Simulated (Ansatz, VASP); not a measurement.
# Cross-check of PN between VASP and Ansatz, part 2 of 2

One calculation is typed for both programs; each brings its own data sets. How far apart do they land? The cell is generated by rule, not measured, and may not be a known phase. The cell is taken from a series of runs on this material, whose earlier steps may have relaxed, scaled, displaced or heated it; both programs get it as it stands. Other levels of theory on this material are compared in a session of their own.

VASP 6.6.1 and Ansatz 0.2.0.

So far: The starting structure; VASP: zone-centre phonons, RPBE.

The structure was built from a prototype and need not be the compound's stable phase.

### 3. Ansatz: zone-centre phonons, RPBE

Level of this step: Ansatz beside VASP: Kohn-Sham DFT, plane waves, RPBE (Ansatz).

Ansatz runs on its default PAW (the set named soft_2) files.

The same cell, functional, mesh and smearing now go to Ansatz, which takes its cutoff from its data sets.

Input file input.yaml:

```yaml
crystal:
  lattice:
    - [1.5467476354, 0.8930151637, 2.5258210562]
    - [-1.5467476354, 0.8930151637, 2.5258210562]
    - [0.0, -1.7860303274, 2.5258210562]
  atoms:
    - { symbol: P, position: [0.5, 0.5, 0.5] }
    - { symbol: "N", position: [0.0, 0.0, 0.0] }
kpoints:
  mp_grid: { grid: [12, 12, 12] }
hamiltonian:
  xc: rpbe
scf:
  occupations: { method: gaussian, width: 0.02 }
output:
  eigenvalues: true
phonons:
  method: dfpt
  qmesh: [2, 2, 2]
  temperatures: { t_max: 1000, t_step: 50 }
  qpath:
    path:
      - [[0.0, 0.0, 0.0], [0.49999904, 0.5, -9.6e-07], [0.62499952, 0.37500024, -7.2e-07]]
      - [[0.37500072, 7.2e-07, -0.375], [0.0, 0.0, 0.0], [0.50000048, 4.8e-07, 0.0], [0.5, 0.25000048, -0.25000048], [0.49999904, 0.5, -9.6e-07]]
    npoints: 10
```

Run with:

```sh
$ ansatz run input.yaml --threads 4 --pin off --max-ram 14336MiB --backend cpu --events-out ev --progress --plain --runs-dir out
```

Numbers of over 12 decimals in the logs are rounded to 6 here.

Log:

```text
Warning: crystal.lattice, of which some number shows no typed digit to judge by, misses the space group found at crystal.symmetry.tolerance 1.0e-5 by more than rounding, which is why this is a warning: the operation that it misses by the most changes a squared length by the fraction 5.42e-6, and from 1e-6 on that is taken for a strain and not for rounding. The run uses the lattice that is a stretch of the typed one, with no rotation, onto the one that keeps every operation to a double's rounding (on a very oblique basis the stretch itself rounds by more); the deck's lattice vector that moved farthest moved by 5.13e-6 Å. [rest of the remark cut]
Engine: ansatz 0.2.0, aarch64-unknown-linux-gnu
Pseudopotentials: kind: paw
Pseudopotential: P, paw, valence charge 5, recommended cutoff 420 eV (normal), P.paw.azcp
Pseudopotential: N, paw, valence charge 5, recommended cutoff 420 eV (normal), N.paw.azcp
Functional definition: RPBE
  parameter kappa = 0.804
  parameter beta = 0.066725
  exchange = rpbe_x(kappa = kappa, mu = beta*pi^2/3)
  correlation = pbe_c(beta = beta)
Crystal: 2 atoms, lattice volume = 20.933 Å³
Basis set: ecut = 420 eV, 411 PW (Γ), exchange–correlation on 48×48×48 points (8 copies of the dense FFT grid, shifted against one another)
Bands: 9, of which v1, the nominal top of the filled ones, is band 5 counted from 1 (4 counted from 0)
Symmetry: 48 space group operations
k-points: 72 of 1728
Non-local potential: P, projectors of the file, l = 0: 2, l = 1: 2, l = 2: 2
Non-local potential: N, projectors of the file, l = 0: 2, l = 1: 2, l = 2: 1
PAW form: soft (Blöchl's): semilocal exchange-correlation on the pseudo side does not see the compensation charge
PAW frozen core: P, regenerated for the run's functional, and the local potential with it (the file was generated under x = pbe(κ = 0.804, μ = 0.219515), c = pbe(β = 0.066725))
PAW frozen core: N, regenerated for the run's functional, and the local potential with it (the file was generated under x = pbe(κ = 0.804, μ = 0.219515), c = pbe(β = 0.066725))
PAW one-centre angular grid: P, 110 points (default); XC on 64 Gauss nodes
PAW one-centre angular grid: N, 110 points (default); XC on 64 Gauss nodes
Initial density: superposition of atomic densities (neutral atoms: chi_scale 0, normalization atom), corrected by the library's trained network
Initial wavefunctions: pseudopotential atomic-orbital guess
Functional: x = rpbe, c = pbe(β = 0.066725)
SCF iter   1: F=—  HF=-1142.026894 eV  |F-HF|=—  |Δ(HF+E_count)|=         —  Δρ=3.54e-3  dr2=9.52e-4  ethr=1.77e-3  ⟨swp⟩=6.2  Hψ=5125  notcnv=0
preconditioner: auto → none  [insulator: Δε(μ)=0.145 eV  Ē_g=12.753 eV  σ=0.020 eV  W_gap=1.00  n_scr=0 (ndim 8)  ℏωp=25.7 eV  f_vac=0.000  D(μ)=0.00/eV (n_scr^D=0)  ε∞_Penn≈5.1]
SCF iter   2: F=—  HF=-1142.026764 eV  |F-HF|=—  |Δ(HF+E_count)|=   1.30e-4  Δρ=1.53e-3  dr2=1.69e-4  ethr=9.52e-6  ⟨swp⟩=2.4  Hψ=1782  notcnv=0
SCF iter   3: F=—  HF=-1142.026860 eV  |F-HF|=—  |Δ(HF+E_count)|=   9.52e-5  Δρ=1.63e-4  dr2=2.60e-6  ethr=1.69e-6  ⟨swp⟩=2.4  Hψ=1029  notcnv=0
SCF iter   4: F=—  HF=-1142.026864 eV  |F-HF|=—  |Δ(HF+E_count)|=   4.32e-6  Δρ=1.00e-5  dr2=9.46e-9  ethr=2.60e-8  ⟨swp⟩=2.0  Hψ=989  notcnv=0
SCF iter   5: F=—  HF=-1142.026863 eV  |F-HF|=—  |Δ(HF+E_count)|=   4.92e-7  Δρ=1.29e-6  dr2=1.94e-10  ethr=9.46e-11  ⟨swp⟩=2.2  Hψ=974  notcnv=0
SCF iter   6: F=-1142.026863 eV  HF=-1142.026863 eV  |F-HF|=6.59e-12  |Δ(HF+E_count)|=  2.16e-10  Δρ=1.88e-7  dr2=8.13e-12  ethr=1.00e-12  ⟨swp⟩=6.1  Hψ=2732  notcnv=0
SCF 1 converged in 6 iterations: F = -1142.026863 eV  dr2 = 8.13e-12
  greatest PAW one-centre occupation: 0.875 electrons in one spin orbital (limit 2), on the P atom at site 0 (counted from 0), in its partial waves of l = 0
Initial density: read from a saved state, or passed on in memory by an earlier SCF of this step, an earlier step, the calling program or the single point that the run made first
iter 1 solved again at ethr=9.28e-9 eV; its pass at ethr=3.10e-3 eV (dr2=9.28e-7 eV) is discarded
SCF iter   1: F=—  HF=-1142.026863 eV  |F-HF|=—  |Δ(HF+E_count)|=         —  Δρ=3.02e-7  dr2=1.91e-11  ethr=9.28e-9  ⟨swp⟩=3.8  Hψ=7313  notcnv=0
eigensolver tolerance schedule: the retry pair's looser diagonalisation over-reported the residual by 48629.19 of it (diagonalisation noise at 0.17 of the residual, at the tolerance the schedule requests for it); recorded, not acted on — ethr = c·dr2/N_el stays at c = 1.0e-1
preconditioner: auto → none  [insulator: Δε(μ)=0.145 eV  Ē_g=12.751 eV  σ=0.020 eV  W_gap=1.00  n_scr=0 (ndim 8)  ℏωp=25.7 eV  f_vac=0.000  D(μ)=0.00/eV (n_scr^D=0)  ε∞_Penn≈5.1]
iter 2 did not close the SCF: its close was put off for the readings that it lacked (scf_convergence_deferred on its scf_iter line)
SCF iter   2: F=-1142.026863 eV  HF=-1142.026863 eV  |F-HF|=4.55e-13  |Δ(HF+E_count)|=   2.17e-7  Δρ=7.96e-8  dr2=1.01e-12  ethr=1.00e-12  ⟨swp⟩=2.7  Hψ=1097  notcnv=0
iter 3 did not close the SCF: its close was put off for the readings that it lacked (scf_convergence_deferred on its scf_iter line)
SCF iter   3: F=-1142.026863 eV  HF=-1142.026863 eV  |F-HF|=2.27e-13  |Δ(HF+E_count)|=    0.00e0  Δρ=3.73e-8  dr2=2.31e-13  ethr=1.00e-12  ⟨swp⟩=1.0  Hψ=648  notcnv=0
iter 4 did not close the SCF: its close was put off for the readings that it lacked (scf_convergence_deferred on its scf_iter line)
SCF iter   4: F=-1142.026863 eV  HF=-1142.026863 eV  |F-HF|=2.27e-13  |Δ(HF+E_count)|=  2.27e-13  Δρ=5.23e-9  dr2=4.51e-15  ethr=1.00e-12  ⟨swp⟩=1.0  Hψ=648  notcnv=0
iter 5 did not close the SCF: its close was put off for the readings that it lacked (scf_convergence_deferred on its scf_iter line)
SCF iter   5: F=-1142.026863 eV  HF=-1142.026863 eV  |F-HF|=0.00e0  |Δ(HF+E_count)|=  2.27e-13  Δρ=1.77e-9  dr2=4.91e-16  ethr=1.00e-12  ⟨swp⟩=1.0  Hψ=648  notcnv=0
SCF iter   6: F=-1142.026863 eV  HF=-1142.026863 eV  |F-HF|=0.00e0  |Δ(HF+E_count)|=    0.00e0  Δρ=4.56e-10  dr2=3.37e-17  ethr=1.00e-12  ⟨swp⟩=1.3  Hψ=1821  notcnv=0
SCF 2 converged in 6 iterations: F = -1142.026863 eV  dr2 = 3.37e-17
k-points: 189 of 1728 (irreducible under 6 space group operations, time reversal used)
iter 1 solved again at ethr=8.45e-9 eV; its pass at ethr=3.10e-3 eV (dr2=8.45e-7 eV) is discarded
SCF iter   1: F=—  HF=-1142.026863 eV  |F-HF|=—  |Δ(HF+E_count)|=         —  Δρ=3.11e-7  dr2=2.24e-11  ethr=8.45e-9  ⟨swp⟩=3.4  Hψ=16508  notcnv=0  defer=376
eigensolver tolerance schedule: the retry pair's looser diagonalisation over-reported the residual by 37687.00 of it (diagonalisation noise at 0.11 of the residual, at the tolerance the schedule requests for it); recorded, not acted on — ethr = c·dr2/N_el stays at c = 1.0e-1
preconditioner: auto → none  [insulator: Δε(μ)=0.145 eV  Ē_g=12.751 eV  n_scr=0 (ndim 8)  ℏωp=25.7 eV  f_vac=0.000  ε∞_Penn≈5.1]
SCF iter   2: F=-1142.026863 eV  HF=-1142.026863 eV  |F-HF|=6.32e-11  |Δ(HF+E_count)|=   1.50e-9  Δρ=5.68e-7  dr2=7.42e-11  ethr=1.00e-12  ⟨swp⟩=7.4  Hψ=8977  notcnv=0
SCF 3 converged in 2 iterations: F = -1142.026863 eV  dr2 = 7.42e-11
NSCF: frozen V_eff on 189 k-points
NSCF: frozen V_eff on 72 k-points
[...]
DFPT response loops at q = (0, 0, 0) (fractional): preconditioner auto → none (the input reference at scf.mixing.eps_inf says where Resta's filter doesn't serve); β = 0.50; Broyden in place of MSR1
NSCF: frozen V_eff on 952 k-points
DFPT response loops at q = (0, 0, -0.5) (fractional): preconditioner auto → Resta (q_TF=auto, 2.412 Å⁻¹)  ε∞=20.3 (no band partly filled); β = 1.00, the filter's whole step (`scf.mixing.beta` (0.50) is not read by the response loops at its default; to damp them type it under 1.00, their step now; it binds the ground state too); Broyden in place of MSR1
NSCF: frozen V_eff on 952 k-points
DFPT response loops at q = (0, -0.5, -0.5) (fractional): mixed as the last ones told, above
SCF converged after 6 iterations
Free energy (F): -1142.026863 eV
Harris-Foulkes:  -1142.026863 eV  (|F-HF|=6.59e-12)
Internal energy: -1142.026863 eV  (E = F + TS)
E sigma→0 (E₀):  -1142.026863 eV
Fermi energy:    11.984805 eV
--- Per-component energies (eV) ---
  E_band       = 36.777763
  E_kinetic    = 194.887960
  E_local      = -180.172121  (includes V_loc(G=0)·N_el)
  E_nonlocal   = 78.584338
  E_hartree    = 51.668079
  E_xc         = -120.388215
  E_vxc        = -135.595076  (∫ρ·V_xc dr)
  E_paw        = -699.616477  (= ΣΔE_a)
  E_vpaw       = -24.263622  (= ΣTr[D̂ρ^β])
  E_aug_tail   = 0.000089  (compensation charges beyond the density's cutoff)
  E_ewald      = -466.941676
  E_core_change = -0.048841  (= ΣΔE_core)
  E_smearing   = -0.000000  (= −TS)
  E_closure    = 0.000000  (closes the sum)
  Σ components = -1142.026863   (vs F -1142.026863, Δ=0.00e0)
--- Band table (eV; the first three rows and the last of 72) ---
  k-point 0: bands = ["-7.8035", "6.9795", "8.4222", "8.4222", "8.4222", "16.9681", "16.9681", "16.9681", "19.7087"]
  k-point 1: bands = ["-7.6740", "5.9908", "8.4071", "8.4071", "9.1641", "16.4718", "16.4718", "16.5330", "19.7266"]
  k-point 2: bands = ["-7.2900", "4.3660", "8.3754", "8.3754", "10.0648", "15.4210", "15.4210", "15.6392", "19.8265"]
  k-point 71: bands = ["-3.4335", "1.2422", "3.3843", "3.3843", "10.7825", "13.1615", "17.4968", "17.4968", "21.4784"]
--- Phonons (Γ-DFPT): 2 representative perturbations + reference (Σ response iterations 6) ---
  ASR residual: 1.616e-4 → 0.000e0 eV/Å²; symmetrization residual: 4.817e-7 eV/Å²
  ASR residual per site (eV/Å²): 6.32e-5 1.62e-4
  Γ frequencies (cm⁻¹): -562.62 -562.62 -562.62 0.00 0.00 0.00
--- Phonons (arbitrary-q DFPT): 3 irreducible q on the 2×2×2 mesh ---
  q = [0.0000, 0.0000, 0.0000] (star 1, of the zone-centre solve; hermiticity 8.58e-8, symmetrization 1.25e-14): -562.62 -562.62 -562.62 -0.00 0.00 0.00
  q = [0.0000, 0.0000, -0.5000] (star 4, 4 solved perturbations on 476 of 1728 k-point pairs; hermiticity 1.27e-8, symmetrization 6.33e-9): 98.97 98.97 279.35 279.35 323.02 471.19
  q = [0.0000, -0.5000, -0.5000] (star 3, 2 solved perturbations on 476 of 1728 k-point pairs; hermiticity 1.20e-7, symmetrization 2.91e-11): -490.92 -490.92 -476.84 261.31 261.31 373.29
  sum rule: each row above includes the acoustic sum rule's correction from the zone centre's row sums; it moved no ω² by more than (1.77 cm⁻¹)²
  mesh force constants: q→R imaginary residual 7.41e-17; ASR residual 1.616e-4 → 0.000e0 eV/Å²; symmetrization residual 6.661e-15 eV/Å²
  interpolated dispersion: 62 rows × 6 modes
  density of states and harmonic sums: on the 24×24×24 q-mesh, interpolated from the force constants of a 2×2×2 supercell (no non-analytic term)
  largest difference from the sums on the solved wave vectors: F 1.22e-1 eV, S 2.04e-4 and C_V 8.15e-5 eV/K
  zero-point energy: 0.058286 eV/cell   skipped modes (ω ≤ 0): 1174, of them read as no rigid motion or as one in doubt: 1171 (2.827e0 modes/cell left out, lowest -562.62 cm⁻¹)   left out of the sums: 4.71e-1 of the cell's modes: C_V's classical limit lies that fraction below 3 k_B per atom; for a crystal, a wire or a layer, F and S can be off by more, and a phonons.interpolated_qmesh denser along its periods is the remedy for the sampling
```

In the SCF lines HF is the Harris–Foulkes energy and dr2 the Hartree energy of the density residual, in eV; the loop may stop once dr2 is under the threshold and the program's other checks hold. Hψ counts applications of the Hamiltonian.

### 4. Side by side

Known differences besides the potentials themselves: VASP's run holds the zone centre alone; the cutoff is 420 eV in Ansatz and 600 eV in VASP; Ansatz makes its cores anew for this functional, VASP keeps those of its PBE data sets. Total energies have different zeros and are not compared.

Both answers:

| quantity | Ansatz | VASP | difference |
| --- | --- | --- | --- |
| optical mode 1 to 3 (imaginary, printed as negative) (cm⁻¹) | -562.6 | -569.0 | +6.3 |

Modes are paired by rising frequency, not by their patterns, so a pair may set unlike modes beside each other; they are those without the splitting of longitudinal modes.

### 5. Summary of results

```yaml
r_m_s_difference_of_the_optical_zone_centre_modes_each_program_s_sorted_by_frequency_zone_centre_phonons_rpbe: 6.3 cm⁻¹
```

In words: The r.m.s. difference of the optical zone-centre modes, each program's sorted by frequency is 6.3 cm⁻¹ (zone-centre phonons, RPBE). 7 further runs of this series are not shown here. How closely two codes agree says nothing of how well the functional describes the real material.

[Lines on the potential files, build, host, timing and source positions are cut from VASP's logs without a mark.]

[Logs are printed without paths, hosts, clocks, repeated set-up lines and the standing remarks that a program may print on its own settings, such as how far it seeks lower states.]

[Hosts, paths, dates, database ids (printed as entryN), source tags and the programs' standing remarks are cut or masked in the printed files.]
